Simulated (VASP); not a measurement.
A run of VASP 6.6.1 is set up as follows.

The input INCAR:

```
ALGO     = Fast           # electronic algorithm
EDIFF    = 1E-4           # SCF threshold, eV
EDIFFG   = -0.08          # ionic threshold
ENCUT    = 520            # plane-wave cutoff, eV
GGA      = PE             # functional
IBRION   = 2              # ionic algorithm
ISIF     = 3              # what is computed and relaxed
ISMEAR   = 0              # smearing method
KPAR     = 2            
LASPH    = True           # aspherical terms in the spheres
LCHARG   = False          # write CHGCAR
LREAL    = False          # projectors in reciprocal space
LWAVE    = False          # write WAVECAR
NELM     = 60             # most SCF steps
NSW      = 24             # ionic steps
PREC     = Normal         # precision mode
SIGMA    = 0.15           # smearing width, eV
```

KPOINTS

```
k-points
0
Gamma
  8 8 8
```

POSCAR

```
SiB
1.0
   -1.8135188100      1.8135188100      1.7401945500
    1.8135188100     -1.8135188100      1.7401945500
    1.8135188100      1.8135188100     -1.7401945500
Si B
1 1
Direct
    0.0000000000      0.0000000000      0.0000000000
    0.5000000000      0.5000000000      0.0000000000
```

Potentials or basis: VASP PAW PBE potentials, release 64 (Si, B).

Run with:

```sh
$ cat potpaw_PBE.64/Si/POTCAR potpaw_PBE.64/B/POTCAR > POTCAR
$ mpirun -np 2 vasp_std > vasp.out
```

**Question.** Estimate the band gap on the k mesh.

**Answer.** None (metal or under the smearing width).

**Question.** What does it give for the relaxed volume?

**Answer.** 10.10 Å³/atom.

**Question.** Estimate the space group after relaxing (to 0.05 Å).

**Answer.** Fm-3m (No. 225).

**Question.** Predict the relaxed cell.

**Answer.** a = 3.056 Å, b = 3.056 Å, c = 3.056 Å, α = 119.94°, β = 119.94°, γ = 90.10°.

The path:
| step | energy change (eV) | largest force (eV/Å) | pressure (GPa) | volume (Å³) |
| --- | --- | --- | --- | --- |
| 1 | 0.0000 | 0.0000 | 27.96 | 22.89 |
| 2 | -0.5324 | 0.0000 | -25.66 | 29.36 |
| 3 | -0.8241 | 0.0000 | -14.39 | 26.38 |
| 4 | -1.3468 | 0.0000 | -13.61 | 23.22 |
| 5 | 0.3735 | 0.0000 | 95.90 | 15.59 |
| 6 | -1.5029 | 0.0000 | -10.33 | 22.04 |
| 7 | -1.4682 | 0.0000 | 15.93 | 18.75 |
| 8 | -1.6239 | 0.0000 | -4.22 | 20.72 |
| 9 | -1.6315 | 0.0000 | -0.76 | 20.23 |
| 10 | -1.6320 | 0.0000 | -1.64 | 20.35 |
| 11 | -1.6329 | 0.0000 | 0.37 | 20.09 |
| 12 | -1.6335 | 0.0000 | -0.43 | 20.19 |

Caveat: the relaxation stopped at a loose force limit of 0.08 eV/Å, so its end isn't a converged minimum.
